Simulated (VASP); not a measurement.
# YScO3 (P6_3/mmc) in VASP: Born charges and dielectric tensor with LDA

Aim: the Born charges and dielectric tensor of YScO3 with LDA.

Everything below comes from runs of VASP 6.6.1. Logs are shortened: lines on timing, memory, paths and dates and some standing lists are left out, and cuts for length are marked.

### Step 1. The crystal as given

It takes space group P6_3/mmc (No. 194, hexagonal). The conventional cell has a = 3.524 Å, b = 3.524 Å, c = 12.062 Å, α = 90.00°, β = 90.00°, γ = 120.00°. Y (site symmetry -3m) is surrounded by 6 O at 2.26 Å. Sc (site symmetry -6m2) is surrounded by 5 O at 2.03 Å. Around O (site symmetry 3m) lie 1 Sc at 2.03 Å and 3 Y at 2.26 Å. O (site symmetry -6m2) has 3 Sc at 2.03 Å as nearest neighbours.

The cell comes from a database or a generator and needn't be the stable form of this composition.

### Step 2. Born charges and dielectric tensor, LDA

File INCAR:

```
SYSTEM = YScO3
  PREC = Accurate
  ENCUT = 600
  EDIFF = 1E-8
  ISMEAR = 0
  SIGMA = 0.02
  LREAL = .False.
  LASPH = .True.
  NELM = 60
  ALGO = Normal
  ISIF = 2
  LWAVE = .False.
  LCHARG = .False.
  LEPSILON = .True.
  IBRION = 8
  NSW = 1
```

File KPOINTS:

```
Automatic mesh
0
Gamma
  3 3 1
  0 0 0
```

File POSCAR:

```
YScO3
1.0
    3.5236600000      0.0000000000      0.0000000000
   -1.7618300000      3.0515800000      0.0000000000
    0.0000000000      0.0000000000     12.0616300000
Y Sc O
2 2 6
Direct
    0.0000000000      0.0000000000      0.5000000000
    0.0000000000      0.0000000000      0.0000000000
    0.6666700000      0.3333300000      0.7500000000
    0.3333300000      0.6666700000      0.2500000000
    0.6666700000      0.3333300000      0.5816900000
    0.6666700000      0.3333300000      0.9183100000
    0.0000000000      0.0000000000      0.7500000000
    0.0000000000      0.0000000000      0.2500000000
    0.3333300000      0.6666700000      0.4183100000
    0.3333300000      0.6666700000      0.0816900000
```

Potentials or basis: VASP PAW LDA potentials, release 64 (Y_sv, Sc_sv, O).

Started as:

```sh
$ cat potpaw_LDA.64/Y_sv/POTCAR potpaw_LDA.64/Sc_sv/POTCAR potpaw_LDA.64/O/POTCAR > POTCAR
$ mpirun -np 1 vasp_std > vasp.out
```

OUTCAR:

```text
SYSTEM = YScO3
   PREC = Accurate
   ENCUT = 600
   EDIFF = 1E-8
   ISMEAR = 0
   LREAL = .False.
   LASPH = .True.
   NELM = 60
   ISIF = 2
   LEPSILON = .True.
   IBRION = 8
   NSW = 1

 ion  position               nearest neighbor table
   1  0.000  0.000  0.500-   5 2.26   9 2.26   5 2.26   9 2.26   5 2.26   9 2.26   8 3.02   7 3.02
                             3 3.64   4 3.64   4 3.64   3 3.64   3 3.64   4 3.64
   2  0.000  0.000  0.000-   6 2.26  10 2.26   6 2.26  10 2.26   6 2.26  10 2.26   8 3.02   7 3.02
                             3 3.64   4 3.64   4 3.64   3 3.64   3 3.64   4 3.64
   3  0.667  0.333  0.750-   5 2.03   6 2.03   7 2.03   7 2.03   7 2.03   1 3.64   2 3.64   2 3.64
                             1 3.64   2 3.64   1 3.64
   4  0.333  0.667  0.250-   9 2.03  10 2.03   8 2.03   8 2.03   8 2.03   1 3.64   2 3.64   2 3.64
                             1 3.64   2 3.64   1 3.64
   5  0.667  0.333  0.582-   3 2.03   1 2.26   1 2.26   1 2.26
   6  0.667  0.333  0.918-   3 2.03   2 2.26   2 2.26   2 2.26
   7  0.000  0.000  0.750-   3 2.03   3 2.03   3 2.03   1 3.02   2 3.02
   8  0.000  0.000  0.250-   4 2.03   4 2.03   4 2.03   1 3.02   2 3.02
   9  0.333  0.667  0.418-   4 2.03   1 2.26   1 2.26   1 2.26
  10  0.333  0.667  0.082-   4 2.03   2 2.26   2 2.26   2 2.26

  LATTYP: Found a hexagonal cell.
 ALAT       =     3.5236600000
 C/A-ratio  =     3.4230402479

  Lattice vectors:

[... 569 lines left out ...]
  3Y    -0.003973    0.089000   -0.000028   -0.003973    0.089000    0.000028    0.020355  -11.007940    0.000000   -0.003542    0.026177    0.000000   -0.000553    0.245037    0.000159   -0.000553    0.245037   -0.000159   -0.011322   10.270669    0.000000   -0.000374   -0.001809    0.000000    0.001967    0.022414   -0.000005    0.001967    0.022414    0.000005
  3Z    -0.000581    0.000335    4.360466    0.000581   -0.000335    4.360466   -0.000000    0.000000  -25.384642    0.000000    0.000000    6.024509    0.000524   -0.000302    7.505899   -0.000524    0.000302    7.505899    0.000000   -0.000000    6.675461    0.000000   -0.000000   -2.281261    0.000181   -0.000105   -4.383399   -0.000181    0.000105   -4.383399
  4X     0.093588   -0.003973    0.000049    0.093588   -0.003973   -0.000049    0.030267   -0.003542    0.000000  -11.031437    0.020355    0.000000    0.020142    0.001967    0.000009    0.020142    0.001967   -0.000009   -0.001377   -0.000374    0.000000   10.283736   -0.011322    0.000000    0.245675   -0.000553   -0.000276    0.245675   -0.000553    0.000276
  4Y    -0.003973    0.089000   -0.000028   -0.003973    0.089000    0.000028   -0.003542    0.026177    0.000000    0.020355  -11.007940    0.000000    0.001967    0.022414   -0.000005    0.001967    0.022414    0.000005   -0.000374   -0.001809    0.000000   -0.011322   10.270669    0.000000   -0.000553    0.245037    0.000159   -0.000553    0.245037   -0.000159
  4Z    -0.000581    0.000335    4.360466    0.000581   -0.000335    4.360466    0.000000    0.000000    6.024509   -0.000000    0.000000  -25.384642    0.000181   -0.000105   -4.383399   -0.000181    0.000105   -4.383399    0.000000   -0.000000   -2.281261    0.000000   -0.000000    6.675461    0.000524   -0.000302    7.505899   -0.000524    0.000302    7.505899
  5X     3.701948    0.010696    0.000454    0.014085    0.005529   -0.000527    0.235816   -0.003199   -0.000770    0.009437    0.000082   -0.000332   -7.737206   -0.014785    0.000743    0.174411   -0.003441    0.000287    0.963583    0.000009    0.000020    0.039939   -0.000334   -0.000126    2.552429    0.002570    0.000219    0.045558    0.002873    0.000031
  5Y     0.010696    3.714301   -0.000262    0.005529    0.020469    0.000304   -0.003199    0.232122    0.000444    0.000082    0.009532    0.000191   -0.014785   -7.754284   -0.000429   -0.003441    0.170439   -0.000166    0.000009    0.963595   -0.000012   -0.000334    0.039554    0.000072    0.002570    2.555398   -0.000127    0.002873    0.048875   -0.000018
  5Z    -0.000532    0.000307    6.551221    0.000509   -0.000294   -3.242164    0.001180   -0.000681    7.511857    0.000439   -0.000254   -4.401133   -0.002165    0.001250  -19.764137    0.000188   -0.000109    3.737881    0.000246   -0.000142    1.059050    0.000324   -0.000187    1.675861   -0.000296    0.000171    3.892473    0.000106   -0.000061    2.979091
  6X     0.014085    0.005529    0.000527    3.701948    0.010696   -0.000454    0.235816   -0.003199    0.000770    0.009437    0.000082    0.000332    0.174411   -0.003441   -0.000287   -7.737206   -0.014785   -0.000743    0.963583    0.000009   -0.000020    0.039939   -0.000334    0.000126    0.045558    0.002873   -0.000031    2.552429    0.002570   -0.000219
  6Y     0.005529    0.020469   -0.000304    0.010696    3.714301    0.000262   -0.003199    0.232122   -0.000444    0.000082    0.009532   -0.000191   -0.003441    0.170439    0.000166   -0.014785   -7.754284    0.000429    0.000009    0.963595    0.000012   -0.000334    0.039554   -0.000072    0.002873    0.048875    0.000018    0.002570    2.555398    0.000127
  6Z    -0.000509    0.000294   -3.242164    0.000532   -0.000307    6.551221   -0.001180    0.000681    7.511857   -0.000439    0.000254   -4.401133   -0.000188    0.000109    3.737881    0.002165   -0.001250  -19.764137   -0.000246    0.000142    1.059050   -0.000324    0.000187    1.675861   -0.000106    0.000061    2.979091    0.000296   -0.000171    3.892473
  7X     0.295147   -0.001839    0.000067    0.295147   -0.001839   -0.000067   10.267257   -0.016186    0.000000   -0.002338    0.001785    0.000000    0.971890    0.000251    0.000108    0.971890    0.000251   -0.000108  -12.895107    0.018918    0.000000    0.009238   -0.000365    0.000000    0.043437   -0.000488    0.000014    0.043437   -0.000488   -0.000014
  7Y    -0.001839    0.293024   -0.000039   -0.001839    0.293024    0.000039   -0.016186   10.248574    0.000000    0.001785   -0.000276    0.000000    0.000251    0.972180   -0.000063    0.000251    0.972180    0.000063    0.018918  -12.873270    0.000000   -0.000365    0.008816    0.000000   -0.000488    0.042874   -0.000008   -0.000488    0.042874    0.000008
  7Z     0.000021   -0.000012   -2.662971   -0.000021    0.000012   -2.662971    0.000000    0.000000    6.634880   -0.000000    0.000000   -2.297003   -0.000014    0.000008    1.079158    0.000014   -0.000008    1.079158    0.000000    0.000000   -5.427660    0.000000    0.000000    0.893405   -0.000337    0.000195    1.682002    0.000337   -0.000195    1.682002
  8X     0.295147   -0.001839    0.000067    0.295147   -0.001839   -0.000067   -0.002338    0.001785    0.000000   10.267257   -0.016186    0.000000    0.043437   -0.000488    0.000014    0.043437   -0.000488   -0.000014    0.009238   -0.000365    0.000000  -12.895107    0.018918    0.000000    0.971890    0.000251    0.000108    0.971890    0.000251   -0.000108
  8Y    -0.001839    0.293024   -0.000039   -0.001839    0.293024    0.000039    0.001785   -0.000276    0.000000   -0.016186   10.248574    0.000000   -0.000488    0.042874   -0.000008   -0.000488    0.042874    0.000008   -0.000365    0.008816    0.000000    0.018918  -12.873270    0.000000    0.000251    0.972180   -0.000063    0.000251    0.972180    0.000063
  8Z     0.000021   -0.000012   -2.662971   -0.000021    0.000012   -2.662971   -0.000000    0.000000   -2.297003    0.000000    0.000000    6.634880   -0.000337    0.000195    1.682002    0.000337   -0.000195    1.682002    0.000000    0.000000    0.893405    0.000000    0.000000   -5.427660   -0.000014    0.000008    1.079158    0.000014   -0.000008    1.079158
  9X     3.701948    0.010696    0.000454    0.014085    0.005529   -0.000527    0.009437    0.000082   -0.000332    0.235816   -0.003199   -0.000770    2.552429    0.002570    0.000219    0.045558    0.002873    0.000031    0.039939   -0.000334   -0.000126    0.963583    0.000009    0.000020   -7.737206   -0.014785    0.000743    0.174411   -0.003441    0.000287
  9Y     0.010696    3.714301   -0.000262    0.005529    0.020469    0.000304    0.000082    0.009532    0.000191   -0.003199    0.232122    0.000444    0.002570    2.555398   -0.000127    0.002873    0.048875   -0.000018   -0.000334    0.039554    0.000072    0.000009    0.963595   -0.000012   -0.014785   -7.754284   -0.000429   -0.003441    0.170439   -0.000166
  9Z    -0.000532    0.000307    6.551221    0.000509   -0.000294   -3.242164    0.000439   -0.000254   -4.401133    0.001180   -0.000681    7.511857   -0.000296    0.000171    3.892473    0.000106   -0.000061    2.979091    0.000324   -0.000187    1.675861    0.000246   -0.000142    1.059050   -0.002165    0.001250  -19.764137    0.000188   -0.000109    3.737881
 10X     0.014085    0.005529    0.000527    3.701948    0.010696   -0.000454    0.009437    0.000082    0.000332    0.235816   -0.003199    0.000770    0.045558    0.002873   -0.000031    2.552429    0.002570   -0.000219    0.039939   -0.000334    0.000126    0.963583    0.000009   -0.000020    0.174411   -0.003441   -0.000287   -7.737206   -0.014785   -0.000743
 10Y     0.005529    0.020469   -0.000304    0.010696    3.714301    0.000262    0.000082    0.009532   -0.000191   -0.003199    0.232122   -0.000444    0.002873    0.048875    0.000018    0.002570    2.555398    0.000127   -0.000334    0.039554   -0.000072    0.000009    0.963595    0.000012   -0.003441    0.170439    0.000166   -0.014785   -7.754284    0.000429
 10Z    -0.000509    0.000294   -3.242164    0.000532   -0.000307    6.551221   -0.000439    0.000254   -4.401133   -0.001180    0.000681    7.511857   -0.000106    0.000061    2.979091    0.000296   -0.000171    3.892473   -0.000324    0.000187    1.675861   -0.000246    0.000142    1.059050   -0.000188    0.000109    3.737881    0.002165   -0.001250  -19.764137

 Eigenvectors and eigenvalues of the dynamical matrix
   1 f  =   21.115019 THz   132.669575 2PiTHz  704.321210 cm-1    87.324661 meV
   2 f  =   19.311796 THz   121.339592 2PiTHz  644.172169 cm-1    79.867134 meV
   3 f  =   19.249102 THz   120.945676 2PiTHz  642.080937 cm-1    79.607854 meV
   4 f  =   15.742161 THz    98.910915 2PiTHz  525.101968 cm-1    65.104317 meV
   5 f  =   15.717616 THz    98.756693 2PiTHz  524.283230 cm-1    65.002807 meV
   6 f  =   15.697950 THz    98.633128 2PiTHz  523.627246 cm-1    64.921475 meV
[... 19 lines left out ...]
  26 f  =    2.743308 THz    17.236710 2PiTHz   91.506890 cm-1    11.345403 meV
  27 f  =    2.724192 THz    17.116602 2PiTHz   90.869257 cm-1    11.266347 meV
  28 f/i=    0.020790 THz     0.130624 2PiTHz    0.693463 cm-1     0.085978 meV
  29 f/i=    0.027971 THz     0.175749 2PiTHz    0.933021 cm-1     0.115680 meV
  30 f/i=    0.089774 THz     0.564066 2PiTHz    2.994537 cm-1     0.371275 meV

 MACROSCOPIC STATIC DIELECTRIC TENSOR IONIC CONTRIBUTION
 ------------------------------------------------------
           9.582483    -0.008928     0.000000
          -0.008928     9.572179    -0.000000
           0.000000    -0.000000    37.660705
 ------------------------------------------------------

 ELASTIC MODULI CONTR FROM IONIC RELAXATION (kBar)
 Direction    XX          YY          ZZ          XY          YZ          ZX
 --------------------------------------------------------------------------------
 XX        -394.7903    228.0680    206.9048      6.8366     -0.0000      0.0000
 YY         228.0680   -394.7054    206.9795     -6.7627      0.0000     -0.0000
 ZZ         206.9048    206.9795   -513.8601      0.0646     -0.0000      0.0000
 XY           6.8366     -6.7627      0.0646   -314.0755      0.0000     -0.0000
 YZ          -0.0000      0.0000     -0.0000      0.0000   -139.2567     -0.0809
 ZX           0.0000     -0.0000      0.0000      0.0000     -0.0809   -166.9589
 --------------------------------------------------------------------------------

 PIEZOELECTRIC TENSOR IONIC CONTR  for field in x, y, z        (C/m^2)
          XX          YY          ZZ          XY          YZ          ZX
  --------------------------------------------------------------------------------
  x    -0.00000     0.00000     0.00000    -0.00000     0.00000     0.00000
  y     0.00000    -0.00000    -0.00000    -0.00000     0.00000     0.00000
  z     0.00000    -0.00000    -0.00000    -0.00000    -0.00000    -0.00000
```

Wall time 23 min (1 thread of AMD EPYC 9R45 (Zen 5), shared host); peak memory 0.39 GiB.

Results:

```
Band gap on the k mesh                                  : 3.15 eV, direct
Electronic dielectric tensor (diagonal)                 : 4.44, 4.44, 4.45
Born charges (mean of the diagonal)                     : Y +3.95; Sc +3.70; O -2.65, -2.35 e
Highest phonon frequency at Γ, LO-TO splitting left out : 704 cm⁻¹
```

Levels at points of the mesh, in eV from the valence-band top:
```csv
k point,band 37,band 38,band 39,band 40,band 41,band 42,band 43,band 44
"(0.00, 0.00, 0.00)",-0.75,-0.45,-0.45,-0.02,4.01,4.49,5.08,5.08
```

Phonon frequencies in cm⁻¹ (negative: imaginary):
| q point | frequencies |
| --- | --- |
| (0.000, 0.000, 0.000) | -3 -1 -1 91 92 105 113 114 135 135 157 179 320 321 330 330 404 407 413 414 421 421 455 523 524 524 525 642 644 704 |

Electronic dielectric tensor:
```
4.44 0.00 0.00
0.00 4.44 0.00
0.00 0.00 4.45
```

Born effective charge tensors (e):
atom 1, Y
```
4.14 0.00 0.00
0.00 4.14 0.00
0.00 0.00 3.57
```
atom 2, Y
```
4.14 0.00 0.00
0.00 4.14 0.00
0.00 0.00 3.57
```
atom 3, Sc
```
3.38 0.00 0.00
0.00 3.38 0.00
0.00 0.00 4.35
```
atom 4, Sc
```
3.38 0.00 0.00
0.00 3.38 0.00
0.00 0.00 4.35
```
atom 5, O
```
-2.43  0.00  0.00
 0.00 -2.43  0.00
 0.00  0.00 -3.11
```
atom 6, O
```
-2.43  0.00  0.00
 0.00 -2.43  0.00
 0.00  0.00 -3.11
```
atom 7, O
```
-2.67  0.00  0.00
 0.00 -2.67  0.00
 0.00  0.00 -1.71
```
atom 8, O
```
-2.67  0.00  0.00
 0.00 -2.67  0.00
 0.00  0.00 -1.71
```
atom 9, O
```
-2.43  0.00  0.00
 0.00 -2.43  0.00
 0.00  0.00 -3.11
```
atom 10, O
```
-2.43  0.00  0.00
 0.00 -2.43  0.00
 0.00  0.00 -3.11
```

Caveat: the k mesh is coarse (spacing up to 0.69 Å⁻¹), so the values aren't converged; an odd mesh through Γ misses points on the zone boundary, where band edges often lie.
